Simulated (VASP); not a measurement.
OSZICAR of a VASP run on CsSnI$_{3}$ (cubic perovskite):

### OSZICAR
```
       N       E                     dE             d eps       ncg     rms          rms(c)
DAV:   1     0.397477353797E+03    0.39748E+03   -0.19054E+04  1040   0.167E+03
DAV:   2     0.451270112849E+02   -0.35235E+03   -0.34422E+03  1168   0.375E+02
DAV:   3    -0.797630373954E+01   -0.53103E+02   -0.51722E+02  1282   0.137E+02
DAV:   4    -0.103059131741E+02   -0.23296E+01   -0.23238E+01  1232   0.309E+01
DAV:   5    -0.103666315689E+02   -0.60718E-01   -0.60651E-01  1646   0.540E+00    0.117E+01
DAV:   6    -0.103079491313E+02    0.58682E-01   -0.89203E-02  1386   0.171E+00    0.742E+00
DAV:   7    -0.103011012223E+02    0.68479E-02   -0.14004E-01  1312   0.176E+00    0.633E-01
DAV:   8    -0.102991136511E+02    0.19876E-02   -0.20338E-02  1266   0.850E-01    0.315E-01
DAV:   9    -0.102995368329E+02   -0.42318E-03   -0.16759E-03  1288   0.240E-01    0.103E-01
DAV:  10    -0.102995086986E+02    0.28134E-04   -0.98913E-05  1408   0.567E-02    0.225E-02
DAV:  11    -0.102995262472E+02   -0.17549E-04   -0.68870E-05  1258   0.415E-02    0.288E-02
DAV:  12    -0.102995257315E+02    0.51574E-06   -0.92381E-06  1288   0.152E-02
   1 F= 0.19172520E+02 E0= 0.19173006E+02  d E =0.191725E+02
       N       E                     dE             d eps       ncg     rms          rms(c)
DAV:   1    -0.259185032995E+02   -0.15619E+02   -0.48496E+02  1386   0.195E+02    0.456E+01
DAV:   2    -0.540575934511E+01    0.20513E+02   -0.48152E+01  1266   0.198E+02    0.115E+01
DAV:   3    -0.111835404813E+01    0.42874E+01   -0.85657E+00  1410   0.292E+01    0.804E+00
DAV:   4    -0.474456860936E+00    0.64390E+00   -0.17142E+00  1422   0.856E+00    0.382E+00
DAV:   5    -0.455336142826E+00    0.19121E-01   -0.88528E-02  1492   0.317E+00    0.121E+00
DAV:   6    -0.452964242986E+00    0.23719E-02   -0.13511E-02  1650   0.152E+00    0.660E-01
DAV:   7    -0.453169501221E+00   -0.20526E-03   -0.18789E-03  1146   0.307E-01    0.987E-02
DAV:   8    -0.453075074730E+00    0.94426E-04   -0.26333E-04  1332   0.106E-01    0.403E-02
DAV:   9    -0.453078534881E+00   -0.34602E-05   -0.47031E-05  1310   0.354E-02    0.318E-02
DAV:  10    -0.453076102232E+00    0.24326E-05   -0.81222E-06  1248   0.296E-02    0.961E-03
DAV:  11    -0.453076556441E+00   -0.45421E-06   -0.11911E-06   636   0.973E-03
   2 F= 0.21416468E+02 E0= 0.21416538E+02  d E =0.224395E+01
       N       E                     dE             d eps       ncg     rms          rms(c)
DAV:   1    -0.191838205723E+02   -0.18731E+02   -0.29065E+02  1366   0.270E+02    0.194E+01
DAV:   2    -0.112438169601E+02    0.79400E+01   -0.18868E+01  1348   0.495E+01    0.959E+00
DAV:   3    -0.857990448470E+01    0.26639E+01   -0.56820E+00  1410   0.236E+01    0.288E+00
DAV:   4    -0.838576010230E+01    0.19414E+00   -0.61350E-01  1624   0.582E+00    0.451E+00
DAV:   5    -0.835533861629E+01    0.30421E-01   -0.27813E-02  1560   0.129E+00    0.159E+00
DAV:   6    -0.835297106331E+01    0.23676E-02   -0.62005E-03  1304   0.837E-01    0.110E-01
DAV:   7    -0.835301677786E+01   -0.45715E-04   -0.33383E-04  1466   0.117E-01    0.390E-02
DAV:   8    -0.835303715174E+01   -0.20374E-04   -0.33288E-05  1214   0.338E-02    0.915E-03
DAV:   9    -0.835304139869E+01   -0.42470E-05   -0.47435E-06  1180   0.221E-02    0.670E-03
DAV:  10    -0.835304363633E+01   -0.22376E-05   -0.14390E-06   806   0.899E-03    0.808E-04
DAV:  11    -0.835304370713E+01   -0.70801E-07   -0.82944E-08   616   0.280E-03
   3 F= 0.18711927E+02 E0= 0.18711500E+02  d E =-.460594E+00
       N       E                     dE             d eps       ncg     rms          rms(c)
DAV:   1    -0.821149757699E+01    0.14155E+00   -0.19194E-01  1414   0.502E+00    0.583E-01
DAV:   2    -0.820495589848E+01    0.65417E-02   -0.11982E-02  1400   0.147E+00    0.236E-01
DAV:   3    -0.820308297093E+01    0.18729E-02   -0.43057E-03  1440   0.729E-01    0.828E-02
DAV:   4    -0.820299564226E+01    0.87329E-04   -0.30791E-04  1536   0.127E-01    0.884E-02
DAV:   5    -0.820298195414E+01    0.13688E-04   -0.28623E-05  1442   0.401E-02    0.135E-02
DAV:   6    -0.820298259614E+01   -0.64200E-06   -0.22894E-06   978   0.116E-02
   4 F= 0.18709305E+02 E0= 0.18708880E+02  d E =-.463216E+00
       N       E                     dE             d eps       ncg     rms          rms(c)
DAV:   1    -0.815432340286E+01    0.48659E-01   -0.20416E-02  1390   0.165E+00    0.191E-01
DAV:   2    -0.815362891208E+01    0.69449E-03   -0.12719E-03  1402   0.479E-01    0.773E-02
DAV:   3    -0.815343233188E+01    0.19658E-03   -0.45106E-04  1440   0.236E-01    0.266E-02
DAV:   4    -0.815342479157E+01    0.75403E-05   -0.33847E-05  1552   0.423E-02    0.287E-02
DAV:   5    -0.815342564383E+01   -0.85226E-06   -0.25878E-06   950   0.130E-02
   5 F= 0.18709240E+02 E0= 0.18708816E+02  d E =-.463281E+00
```

Question: Which electronic solver shows in the log?

Answer: It is blocked Davidson (ALGO = Normal, or the opening steps of other solvers). The INCAR had ALGO = Normal.

Question: Can the final energy be trusted as converged?

Answer: The calculation finished and met its thresholds. It stopped with EDIFF = 1E-6, NELM = 100, NSW = 40 and EDIFFG = -0.02 after 5 ionic steps (PBE GGA, plane waves, VASP's PBE PAW potentials (set 64)). Energy and stress use the plane-wave basis of the starting cell.

The compound is CsSnI3 in the cubic perovskite structure, the ideal cubic form; the compound distorts at low or room temperature. This run relaxes it under an external pressure of 30 GPa. Symmetry was kept, so distortions that lower it aren't found.
